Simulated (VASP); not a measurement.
These are TPSS meta-GGA, VASP's PBE PAW potentials (set 64) (plane waves; VASP) values and carry that method's errors.

A VASP calculation is set up with these files.

### INCAR
```
! general
SYSTEM  = LiF
PREC    = Accurate
ENCUT   = 520   ! plane-wave cut-off (eV)
LREAL   = F   ! projection in real space or not
LASPH   = T   ! aspherical one-centre terms

! electronic loop
EDIFF   = 1E-7   ! SCF stop (eV)
NELM    = 100   ! most electronic steps
ALGO    = Normal   ! blocked Davidson
LMIXTAU = T

! smearing
ISMEAR  = 0   ! Gaussian
SIGMA   = 0.05

! functional
METAGGA = TPSS

! ions
ISIF    = 2   ! forces and stress, cell fixed

! output
LWAVE   = F
LCHARG  = F
```

POSCAR:
```
LiF
1
    0.0000000000     1.9578705581     1.9578705581
    1.9578705581     0.0000000000     1.9578705581
    1.9578705581     1.9578705581     0.0000000000
Li F
1 1
Direct
  0.0000000000   0.0000000000   0.0000000000
  0.5000000000   0.5000000000   0.5000000000
```

### KPOINTS
```
Automatic mesh
0
Gamma
11 11 11
0 0 0
```

POTCAR, in this order: Li_sv F (PBE.64 set). Program: vasp_std.

Output of the run:

**OSZICAR**
```
       N       E                     dE             d eps       ncg     rms          rms(c)
DAV:   1     0.191021105682E+03    0.19102E+03   -0.14139E+06  1008   0.256E+06
DAV:   2    -0.156797943298E+03   -0.34782E+03   -0.33903E+03  1770   0.969E+02
DAV:   3    -0.812319983214E+02    0.75566E+02   -0.13996E+03  1912   0.279E+02
DAV:   4    -0.469852461986E+02    0.34247E+02   -0.62576E+02  1798   0.108E+02
DAV:   5    -0.335874004776E+02    0.13398E+02   -0.34970E+02  1799   0.397E+01    0.374E+00
DAV:   6    -0.122701415380E+02    0.21317E+02   -0.12568E+02  1107   0.940E+01    0.508E+00
DAV:   7    -0.124896167896E+02   -0.21948E+00   -0.47532E-01  1469   0.790E+00    0.453E+00
DAV:   8    -0.127737680143E+02   -0.28415E+00   -0.15769E+00  1279   0.138E+01    0.184E+00
DAV:   9    -0.129147944606E+02   -0.14103E+00   -0.17560E+00  1008   0.155E+01    0.143E+00
DAV:  10    -0.142109059121E+02   -0.12961E+01   -0.62405E+00  1231   0.200E+01    0.406E+00
DAV:  11    -0.128570507491E+02    0.13539E+01   -0.91188E+00  1048   0.248E+01    0.969E-01
DAV:  12    -0.129336455103E+02   -0.76595E-01   -0.17873E-01  1314   0.559E+00    0.140E+00
DAV:  13    -0.129064761266E+02    0.27169E-01   -0.86146E-02  1076   0.279E+00    0.175E+00
DAV:  14    -0.129365601927E+02   -0.30084E-01   -0.18263E-02  1034   0.202E+00    0.107E+00
DAV:  15    -0.130022635844E+02   -0.65703E-01   -0.45235E-02  1081   0.358E+00    0.660E-01
DAV:  16    -0.130086393160E+02   -0.63757E-02   -0.10409E-02  1011   0.164E+00    0.308E-01
DAV:  17    -0.130344576368E+02   -0.25818E-01   -0.65760E-02  1192   0.395E+00    0.218E-01
DAV:  18    -0.130339976643E+02    0.45997E-03   -0.20849E-03  1026   0.688E-01    0.903E-02
DAV:  19    -0.130346269473E+02   -0.62928E-03   -0.74912E-03  1008   0.168E+00    0.926E-02
DAV:  20    -0.130350480546E+02   -0.42111E-03   -0.12298E-03  1062   0.580E-01    0.367E-03
DAV:  21    -0.130350729126E+02   -0.24858E-04   -0.99662E-05  1104   0.138E-01    0.137E-02
DAV:  22    -0.130350407754E+02    0.32137E-04   -0.47300E-05  1012   0.114E-01    0.163E-02
DAV:  23    -0.130350586074E+02   -0.17832E-04   -0.35692E-05  1012   0.118E-01    0.564E-03
DAV:  24    -0.130350572596E+02    0.13478E-05   -0.29702E-06  1030   0.203E-02    0.346E-03
DAV:  25    -0.130350568229E+02    0.43675E-06   -0.39105E-07  1303   0.775E-03    0.203E-03
DAV:  26    -0.130350575788E+02   -0.75594E-06   -0.20001E-06  1010   0.254E-02    0.113E-03
DAV:  27    -0.130350577017E+02   -0.12291E-06   -0.44455E-08  1030   0.254E-03    0.910E-04
DAV:  28    -0.130350576108E+02    0.90959E-07   -0.32472E-08  1050   0.289E-03
   1 F= -.13035058E+02 E0= -.13035058E+02  d E =-.947241E-14
```

File OUTCAR:
```
------------------------ aborting loop because EDIFF is reached ----------------------------------------
  FORCE on cell =-STRESS in cart. coord.  units (eV):
  Direction    XX          YY          ZZ          XY          YZ          ZX
  --------------------------------------------------------------------------------------
  Total        0.5297344      0.5297344      0.5297344     -0.0000000     -0.0000000      0.0000000
  in kB       56.5440370     56.5440370     56.5440370     -0.0000000     -0.0000000      0.0000000
  external PRESSURE =      56.5440370 kB  Pullay stress =       0.0000000 kB
  volume of cell :       15.01
      direct lattice vectors                 reciprocal lattice vectors
     0.000000000  1.957870558  1.957870558    -0.255379498  0.255379498  0.255379498
     1.957870558  0.000000000  1.957870558     0.255379498 -0.255379498  0.255379498
     1.957870558  1.957870558  0.000000000     0.255379498  0.255379498 -0.255379498
  FREE ENERGIE OF THE ION-ELECTRON SYSTEM (eV)
  ---------------------------------------------------
  free  energy   TOTEN  =       -13.0350576108 eV

  energy  without entropy=      -13.0350576108  energy(sigma->0) =      -13.03505761
```
(Selected blocks of OUTCAR.)

The compound is LiF in the rock salt structure. This cell is one point of a volume scan, at 0.94 of the reference volume.
